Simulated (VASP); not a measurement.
Input:

```
CELL_PARAMETERS angstrom
      0.00000     2.65200     2.65200
      2.65200     0.00000     2.65200
      2.65200     2.65200     0.00000
ATOMIC_POSITIONS crystal
  Mg 0.00000 0.00000 0.00000
  S  0.50000 0.50000 0.50000
```

Computed with PBE GGA, VASP's PBE PAW potentials (set 64) (plane waves; VASP 6.6.1). Numerical set-up: 400 eV cut-off, 8×8×8 Γ-centred mesh, Gaussian smearing of 0.050 eV, potentials Mg S.

What does the run give for the energy per atom (σ→0), pressure, band gap (on the k-mesh) with the smallest direct gap where there is one?

```yaml
band gap (on the k-mesh): 2.65 eV
smallest direct gap (on the k-mesh): 3.27 eV
energy per atom (σ→0): -4.243 eV/atom
pressure: -3.13 GPa
```

The compound is MgS in the rock salt structure. The cell was not relaxed at this level. The run is one of a series of settings (EDIFF = 1E-8 against the base run), some of them coarse on purpose.
